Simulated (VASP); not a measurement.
Given:

```xyz
8
Lattice="4.4155 0.0000 0.0000 0.0000 8.8917 0.0000 0.0000 0.0000 6.1689" Properties=species:S:1:pos:R:3 pbc="T T T"
Mg     0.0000     2.4401     6.0537
Mg     0.0000     6.4516     6.0537
Mg     2.2077     0.0000     2.9939
Mg     2.2077     4.4458     3.3747
Te     2.2077     2.3524     1.5486
Te     2.2077     6.5393     1.5486
Te     0.0000     0.0000     4.6650
S      0.0000     4.4458     4.6062
```

Level of theory: PBEsol GGA, VASP's PBE PAW potentials (set 64) (plane waves; VASP). Numerical set-up: 400 eV cut-off, Gaussian smearing of 0.050 eV, potentials Mg Te S.

Unless said otherwise, spin-orbit coupling is left out, though it shifts the bands of the heavy elements here.

Give the energies of bands 7 to 20 at the high-symmetry points, in eV from the valence-band maximum.

```csv
band,Γ,X,S,Y,Z,U,R,T
7,-2.92,-3.11,-3.17,-2.70,-2.45,-3.24,-3.25,-3.18
8,-2.34,-2.95,-2.97,-2.48,-2.41,-3.06,-3.21,-2.80
9,-2.10,-2.41,-2.42,-2.33,-2.26,-2.39,-2.62,-2.25
10,-1.94,-1.93,-1.98,-1.78,-1.70,-2.35,-1.88,-1.40
11,-1.72,-1.87,-1.81,-1.68,-0.77,-2.11,-1.83,-1.33
12,-0.94,-1.52,-1.60,-1.18,-0.77,-1.85,-1.53,-0.95
13,-0.45,-1.44,-1.53,-0.97,-0.73,-1.21,-1.50,-0.63
14,-0.42,-1.39,-1.42,-0.63,-0.62,-0.80,-1.35,-0.53
15,-0.32,-1.02,-1.29,-0.49,-0.51,-0.77,-1.02,-0.52
16,-0.08,-0.48,-1.01,0.00,-0.41,-0.44,-0.84,-0.49
17,1.74,2.27,3.19,2.60,2.76,2.81,4.02,3.14
18,2.65,2.62,3.21,3.18,3.44,3.31,4.14,3.71
19,3.37,3.45,3.64,3.64,3.56,4.26,4.23,3.91
20,4.17,3.55,3.67,3.69,3.94,4.30,4.24,4.16
```

The gap is indirect, 1.74 eV, from the valence maximum at Y to the conduction minimum at Γ.

The structure comes from a computed database's Mg4Te3S entry (Pmm2); how it stands against other phases isn't given here. It was relaxed first.
